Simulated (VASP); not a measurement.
Output of a VASP run:

**OSZICAR**
```
       N       E                     dE             d eps       ncg     rms          rms(c)
DAV:   1    -0.395506728561E+01   -0.39551E+01   -0.18018E+03  2916   0.533E+02
DAV:   2    -0.846212478229E+01   -0.45071E+01   -0.43413E+01  4332   0.505E+01
DAV:   3    -0.848055207753E+01   -0.18427E-01   -0.18427E-01  3570   0.372E+00
DAV:   4    -0.848055684798E+01   -0.47704E-05   -0.47703E-05  4224   0.636E-02
DAV:   5    -0.848055684803E+01   -0.55365E-10   -0.68894E-09  3504   0.446E-04    0.127E+00
DAV:   6    -0.844181707097E+01    0.38740E-01   -0.27326E-03  3258   0.500E-01    0.766E-01
DAV:   7    -0.842402924725E+01    0.17788E-01   -0.45115E-03  3348   0.625E-01    0.199E-02
DAV:   8    -0.842402061680E+01    0.86305E-05   -0.10744E-05  4254   0.379E-02    0.530E-03
DAV:   9    -0.842401957322E+01    0.10436E-05   -0.55307E-07  2994   0.830E-03    0.478E-04
DAV:  10    -0.842401956443E+01    0.87909E-08   -0.46446E-09  1980   0.776E-04
   1 F= -.84240196E+01 E0= -.84240307E+01  d E =-.842402E+01
```

OUTCAR:
```
------------------------ aborting loop because EDIFF is reached ----------------------------------------
  FORCE on cell =-STRESS in cart. coord.  units (eV):
  Direction    XX          YY          ZZ          XY          YZ          ZX
  --------------------------------------------------------------------------------------
  Total       -0.0118645     -0.0118645      0.0081033     -0.0000000      0.0000000      0.0000000
  in kB       -1.2548492     -1.2548489      0.8570430     -0.0000000      0.0000000      0.0000000
  external PRESSURE =      -0.5508850 kB  Pullay stress =       0.0000000 kB
  volume of cell :       15.15
      direct lattice vectors                 reciprocal lattice vectors
     1.114882528 -1.931033022  0.000000000     0.448477743 -0.258928767  0.000000000
     1.114882528  1.931033022  0.000000000     0.448477743  0.258928767  0.000000000
     0.000000000  0.000000000  3.518197468     0.000000000  0.000000000  0.284236462
 POSITION                                       TOTAL-FORCE (eV/Angst)
 -----------------------------------------------------------------------------------
      1.11488      0.64368      0.87955        -0.000000      0.000000      0.000000
      1.11488     -0.64368      2.63865         0.000000     -0.000000      0.000000
 -----------------------------------------------------------------------------------
    total drift:                               -0.000000     -0.000002      0.000004
  FREE ENERGIE OF THE ION-ELECTRON SYSTEM (eV)
  ---------------------------------------------------
  free  energy   TOTEN  =        -8.4240195644 eV

  energy  without entropy=       -8.4240529163  energy(sigma->0) =       -8.42403068

 reached required accuracy - stopping structural energy minimisation
```
(Selected blocks of OUTCAR.)

**POSCAR**
```
Be
1
    1.1148825281    -1.9310330222     0.0000000000
    1.1148825281     1.9310330222    -0.0000000000
    0.0000000000     0.0000000000     3.5181974684
Be
2
Direct
  0.3333330000   0.6666670000   0.2500000000
  0.6666670000   0.3333330000   0.7500000000
```

Problem. Reconstruct the remaining input files.

Solution. One answer among several that fit: the input of the run itself, LDA (Ceperley-Alder, Perdew-Zunger), plane waves, VASP's LDA PAW potentials (set 64).

INCAR:
```
SYSTEM = Be
PREC = Accurate
ENCUT = 500
EDIFF = 1E-6
NELM = 100
ALGO = Normal
LREAL = .FALSE.
LASPH = .TRUE.
ISMEAR = 1
SIGMA = 0.1
LWAVE = .FALSE.
LCHARG = .FALSE.
IBRION = 2
ISIF = 3
NSW = 40
EDIFFG = -0.02
```

**KPOINTS**
```
Automatic mesh
0
Gamma
19 19 10
0 0 0
```

POTCAR, in this order: Be (LDA.64 set). Program: vasp_std.

The compound is Be in the hcp structure. It was relaxed first, which changed the volume by -7 %.
